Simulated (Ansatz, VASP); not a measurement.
# Ta2NF2 in two plane-wave programs, part 2 of 2

One calculation is typed for both programs; each brings its own data sets. How far apart do they land? The structure shown is the start of the Ansatz relaxation below; VASP solves that cell, so the two are compared at the walk's first step.

VASP 6.6.1 and Ansatz 0.2.0.

So far: The structure; Ansatz: relaxation, PBEsol.

### Step 3. VASP: single point, PBEsol, start cell

Level of this step: PBEsol; plane waves and PAW (N, Ta_pv, F) (VASP).

The same cell, functional, mesh and smearing now go to VASP, with its own data sets.

Lines of VASP's logs that name or quote its potential files are left out, and so is its time.

Input file INCAR:

```
SYSTEM = Ta2NF2
PREC = Accurate
ENCUT = 520
EDIFF = 1E-06
NELM = 120
ISMEAR = 1
SIGMA = 0.15
LREAL = .FALSE.
ALGO = Normal
GGA = PS
NBANDS = 51
LASPH = .TRUE.
LORBIT = 11
LWAVE = .FALSE.
LCHARG = .FALSE.
ISIF = 2
LDIPOL = .TRUE.
IDIPOL = 3
DIPOL = 0.5 0.5 0.301
LVHAR = .TRUE.
GGA_COMPAT = .FALSE.
NELMDL = -8
KPAR = 2
```

Input file POSCAR:

```
Ta2NF2
1.0
    3.2550070000      0.0000000000      0.0000000000
    0.0000000000      5.6378380000      0.0000000000
    0.0000000000      0.0000000000     33.2000000000
N Ta F
2 4 4
Direct
    0.0000000000      0.0089041225      0.3076565060
    0.5000001536      0.4910958775      0.2947531325
    0.0000000000      0.3461092710      0.3308755723
    0.5000001536      0.8205574548      0.3312824699
    0.5000001536      0.1538907290      0.2715340663
    0.0000000000      0.6794425452      0.2711271687
    0.5000001536      0.1686194247      0.3683171084
    0.0000000000      0.6647138495      0.3731500301
    0.0000000000      0.3313805753      0.2340925301
    0.5000001536      0.8352861505      0.2292596084
```

Input file KPOINTS:

```
Automatic mesh
0
Gamma
12 6 1
0 0 0
```

PAW data sets: N, Ta_pv and F (PBE family, release 64).

Run with:

```sh
$ mpirun -np 2 vasp_std
```

Numbers of over 12 decimals in the logs are rounded to 6 here.

The program printed:

```text
[banner, memory and clock lines left out]
running    2 mpi-ranks, on    1 nodes
 distrk:  each k-point on    1 cores,    2 groups
 distr:  one band on    1 cores,    1 groups

 POSCAR found type information on POSCAR N TaF
 POSCAR found :  3 types and      10 ions
|                                                                             |
|               ----> ADVICE to this user running VASP <----                  |
|                                                                             |
|     You enforced a specific xc type in the INCAR file but a different       |
|     [... a line on the potential file left out ...]
|     I HOPE YOU KNOW WHAT YOU ARE DOING!                                     |
|                                                                             |

 LDA part: xc-table for (Slater+PW92), standard interpolation
 POSCAR, INCAR and KPOINTS ok, starting setup
 FFT: planning ... GRIDC
 FFT: planning ... GRID_SOFT
 FFT: planning ... GRID
 WAVECAR not read
 entering main loop
       N       E                     dE             d eps       ncg     rms          rms(c)
DAV:   1     0.790041693380E+03    0.79004E+03   -0.40420E+04  3552   0.129E+03
DAV:   2     0.143842642989E+00   -0.78990E+03   -0.77003E+03  3935   0.328E+02
DAV:   3    -0.978987420509E+02   -0.98043E+02   -0.96746E+02  3405   0.116E+02
DAV:   4    -0.101115560439E+03   -0.32168E+01   -0.31800E+01  3624   0.226E+01
DAV:   5    -0.101206966372E+03   -0.91406E-01   -0.91040E-01  3677   0.340E+00
DAV:   6    -0.101209931568E+03   -0.29652E-02   -0.29615E-02  3672   0.624E-01
DAV:   7    -0.101210063612E+03   -0.13204E-03   -0.13198E-03  3696   0.119E-01
DAV:   8    -0.101210070055E+03   -0.64435E-05   -0.64412E-05  3400   0.265E-02    0.449E+01
DAV:   9    -0.917240116736E+02    0.94861E+01   -0.51967E+01  3509   0.323E+01    0.205E+01
DAV:  10    -0.914053327348E+02    0.31868E+00   -0.44683E+00  3528   0.112E+01    0.813E+00
DAV:  11    -0.913390788388E+02    0.66254E-01   -0.93761E-01  3632   0.678E+00    0.135E+00
DAV:  12    -0.912930150398E+02    0.46064E-01   -0.31536E-01  3621   0.377E+00    0.632E-01
DAV:  13    -0.912855041413E+02    0.75109E-02   -0.45452E-02  3696   0.152E+00    0.306E-01
DAV:  14    -0.912840680123E+02    0.14361E-02   -0.82319E-03  3440   0.488E-01    0.148E-01
[...]
DAV:  22    -0.912851861884E+02   -0.19185E-03   -0.16384E-05  3122   0.180E-02    0.588E-03
DAV:  23    -0.912852769618E+02   -0.90773E-04   -0.40846E-06  2896   0.117E-02    0.196E-03
DAV:  24    -0.912853045244E+02   -0.27563E-04   -0.21225E-06  2250   0.406E-03    0.938E-04
DAV:  25    -0.912853373381E+02   -0.32814E-04   -0.15722E-06  2196   0.341E-03    0.736E-04
DAV:  26    -0.912853448779E+02   -0.75398E-05   -0.39537E-07  2189   0.181E-03    0.431E-04
DAV:  27    -0.912853486518E+02   -0.37739E-05   -0.15676E-07  2104   0.132E-03    0.362E-04
DAV:  28    -0.912853511526E+02   -0.25008E-05   -0.15181E-07  2130   0.823E-04    0.173E-04
DAV:  29    -0.912853515370E+02   -0.38446E-06   -0.27719E-08  2038   0.630E-04
   1 F= -.91285352E+02 E0= -.91285063E+02  d E =-.865725E-03
```

From OUTCAR (step 3):

```text
ion  position               nearest neighbor table
   1  0.000  0.009  0.308-   3 2.05   4 2.10   4 2.10   5 2.18   5 2.18   6 2.22
   2  0.500  0.491  0.295-   5 2.05   6 2.10   6 2.10   3 2.18   3 2.18   4 2.22
   3  0.000  0.346  0.331-   1 2.05   2 2.18   2 2.18   7 2.28   7 2.28   8 2.28   6 2.73   5 2.78
                             5 2.78   4 3.13   4 3.13   4 3.38   4 3.38
   4  0.500  0.821  0.331-   1 2.10   1 2.10   2 2.22   8 2.31   8 2.31   7 2.32   6 2.70   6 2.70
                             5 2.73   3 3.13   3 3.13   3 3.38   3 3.38
   5  0.500  0.154  0.272-   2 2.05   1 2.18   1 2.18   9 2.28   9 2.28  10 2.28   4 2.73   3 2.78
                             3 2.78   6 3.13   6 3.13   6 3.38   6 3.38
   6  0.000  0.679  0.271-   2 2.10   2 2.10   1 2.22  10 2.31  10 2.31   9 2.32   4 2.70   4 2.70
                             3 2.73   5 3.13   5 3.13   5 3.38   5 3.38
   7  0.500  0.169  0.368-   3 2.28   3 2.28   4 2.32
   8  0.000  0.665  0.373-   3 2.28   4 2.31   4 2.31
   9  0.000  0.331  0.234-   5 2.28   5 2.28   6 2.32
  10  0.500  0.835  0.229-   5 2.28   6 2.31   6 2.31

  LATTYP: Found a simple orthorhombic cell.
 ALAT       =     3.2550070000
 B/A-ratio  =     1.7320509603
 C/A-ratio  =    10.1996708456

 Subroutine GETGRP returns: Found  4 space group operations
 (whereof  2 operations were pure point group operations)

The static configuration has the point symmetry C_1h.
 The point group associated with its full space group is C_2h.

 Found     28 irreducible k-points:

   k-points           NKPTS =     28   k-points in BZ     NKDIM =     28   number of bands    NBANDS=     51

   dimension x,y,z NGX =    24 NGY =   42 NGZ =  250
   dimension x,y,z NGXF=    48 NGYF=   84 NGZF=  500

   ENCUT  =  520.0 eV  38.22 Ry    6.18 a.u.   6.05 10.48 61.73*2*pi/ulx,y,z

   NELECT =      82.0000    total number of electrons

 k-points in reciprocal lattice and weights: Automatic mesh
   0.00000000  0.00000000  0.00000000       0.014
   0.08333333  0.00000000  0.00000000       0.028
   0.16666667  0.00000000  0.00000000       0.028
   0.25000000  0.00000000  0.00000000       0.028
   0.33333333  0.00000000  0.00000000       0.028
   0.41666667  0.00000000  0.00000000       0.028
   0.50000000  0.00000000  0.00000000       0.014
   0.00000000  0.16666667  0.00000000       0.028
   0.08333333  0.16666667  0.00000000       0.056
[...]
0.41666667  0.50000000  0.00000000       0.028
   0.50000000  0.50000000  0.00000000       0.014

 dipolmoment           0.000000      0.000000     -0.000003 electrons x Angstroem

 average (electrostatic) potential at core
       1 -72.8828       2 -72.8829       3 -45.4204       4 -45.3353       5 -45.4204
       6 -45.3353       7 -84.0247       8 -83.8732       9 -84.0247      10 -83.8732

 E-fermi :  -1.6106

 k-point     1 :       0.0000    0.0000    0.0000
  band No.  band energies     occupation
    ...
     37      -5.4820      2.00000
     38      -3.9707      2.00000
     39      -3.9515      2.00000
     40      -2.2389      2.00000
     41      -1.8844      2.02697
     42      -1.4889      0.01408
     43      -1.2306     -0.00199
     44      -0.9393     -0.00000
     45      -0.5482     -0.00000
     46       0.1011     -0.00000
    ...

 k-point     2 :       0.0833    0.0000    0.0000
  band No.  band energies     occupation
    ...
     38      -4.1050      2.00000
     39      -3.8503      2.00000
     40      -2.1862      2.00000
     41      -1.9527      2.00583
     42      -1.6284      1.19886
     43      -1.3297     -0.02359
     44      -1.0255     -0.00000
     45      -0.2653     -0.00000
     46      -0.0463     -0.00000
     47       0.3108     -0.00000
    ...

 k-point     3 :       0.1667    0.0000    0.0000
  band No.  band energies     occupation
    ...
     38      -4.2864      2.00000
     39      -3.6400      2.00000
     40      -2.4530      2.00000
     41      -2.4475      2.00000
     42      -1.7058      1.86967
     43      -0.9771     -0.00000
     44      -0.8515     -0.00000
     45      -0.5555     -0.00000
     46       0.3341     -0.00000
     47       0.4070     -0.00000
    ...

  Total       -2.2791242     -0.8819505      2.5469678      0.0000000      0.5874286      0.0000000
  in kB       -5.9934375     -2.3192748      6.6977886      0.0000000      1.5447673      0.0000000
  external PRESSURE =      -0.5383079 kB  Pullay stress =       0.0000000 kB

  energy-cutoff  :      520.00
  volume of cell :      609.26
      direct lattice vectors                 reciprocal lattice vectors
     3.255007000  0.000000000  0.000000000     0.307219001  0.000000000  0.000000000
     0.000000000  5.637838000  0.000000000     0.000000000  0.177372958  0.000000000
     0.000000000  0.000000000 33.200000000     0.000000000  0.000000000  0.030120482

 POSITION                                       TOTAL-FORCE (eV/Angst)
 -----------------------------------------------------------------------------------
      0.00000      0.05020     10.21420         0.000000     -0.171416     -0.209035
      1.62750      2.76872      9.78580         0.000000      0.171416      0.209035
      0.00000      1.95131     10.98507         0.000000      0.896399      0.586452
      1.62750      4.62617     10.99858         0.000000     -0.763330      0.928232
      1.62750      0.86761      9.01493         0.000000     -0.896399     -0.586452
      0.00000      3.83059      9.00142         0.000000      0.763330     -0.928232
      1.62750      0.95065     12.22813         0.000000      0.091099      0.025582
      0.00000      3.74755     12.38858         0.000000      0.002160     -0.051723
      0.00000      1.86827      7.77187         0.000000     -0.091099     -0.025582
      1.62750      4.70921      7.61142         0.000000     -0.002160      0.051723
 -----------------------------------------------------------------------------------
    total drift:                               -0.002287     -0.000284      0.001451

  FREE ENERGIE OF THE ION-ELECTRON SYSTEM (eV)
  ---------------------------------------------------
  free  energy   TOTEN  =       -91.2853515370 eV

  energy  without entropy=      -91.2844858124  energy(sigma->0) =      -91.28506296

 vacuum level on the upper side and lower side of the slab         2.028         2.028

 total charge
# of ion       s       p       d       tot
------------------------------------------
    1        1.230   2.546   0.000   3.776
    2        1.230   2.546   0.000   3.776
    3        0.263   6.172   2.571   9.006
    4        0.274   6.173   2.586   9.034
    5        0.263   6.172   2.571   9.006
    6        0.274   6.173   2.586   9.034
    7        1.735   4.331   0.000   6.065
    8        1.736   4.318   0.000   6.054
    9        1.735   4.331   0.000   6.065
   10        1.736   4.318   0.000   6.054
--------------------------------------------------
tot         10.476  47.080  10.316  67.872

[... 3 further parts left out ...]
```

The run ends at a pressure of -0.05 GPa, with forces up to 1.2 eV/Å.

### Step 4. Side by side

Known differences besides the potentials themselves: Ansatz cuts the interaction across the vacuum, VASP repeats the sheet with a dipole correction; the data sets hold 90 valence electrons in Ansatz (on its default PAW (the set named soft_2) files) and 82 in VASP; the cutoff is 420 eV in Ansatz and 520 eV in VASP; Ansatz makes its cores anew for this functional, VASP keeps those of its PBE data sets. Total energies have different zeros and are not compared.

Forces (eV/Å; atoms numbered as in POSCAR):

```
atom         Ansatz x, y, z           VASP x, y, z
  N1  0.000, -0.172, -0.203  0.000, -0.171, -0.209
  N2    0.000, 0.172, 0.203    0.000, 0.171, 0.209
 Ta3    0.000, 0.880, 0.537    0.000, 0.896, 0.586
 Ta4   0.000, -0.753, 0.871   0.000, -0.763, 0.928
 Ta5  0.000, -0.880, -0.537  0.000, -0.896, -0.586
 Ta6   0.000, 0.753, -0.871   0.000, 0.763, -0.928
  F7    0.000, 0.094, 0.006    0.000, 0.091, 0.026
  F8   0.000, 0.001, -0.078   0.000, 0.002, -0.052
  F9  0.000, -0.094, -0.006  0.000, -0.091, -0.026
 F10   0.000, -0.001, 0.078   0.000, -0.002, 0.052
```

The forces differ by 22 meV/Å r.m.s., which is 5.2 % of the r.m.s. force of 0.422 eV/Å (both taken over all components). With vacuum in the cell, a pressure given here is an average over mostly empty space and none of the material.

### Step 5. What came out

| Property | Result |
| --- | --- |
| r.m.s. force difference (single point, PBEsol, start cell) | 5.2 % of the r.m.s. force |

The r.m.s. force difference is 5.2 % of the r.m.s. force (single point, PBEsol, start cell), beyond the 3 % picked in this series as the mark of a large difference. The data sets hold unlike numbers of valence electrons (90 in Ansatz and 82 in VASP), so part of the differences comes from the potentials. What causes the difference of the single point, PBEsol, start cell pair stays open here. 1 further run of this series is not shown here. How closely two codes agree says nothing of how well the functional describes the real material.

[Lines on the potential files, build, host, timing and source positions are cut from VASP's logs without a mark.]

[Logs are printed without paths, hosts, clocks, repeated set-up lines and the standing remarks that a program may print on its own settings, such as how far it seeks lower states.]

[Hosts, paths, dates, database ids (printed as entryN), source tags and the programs' standing remarks are cut or masked in the printed files.]
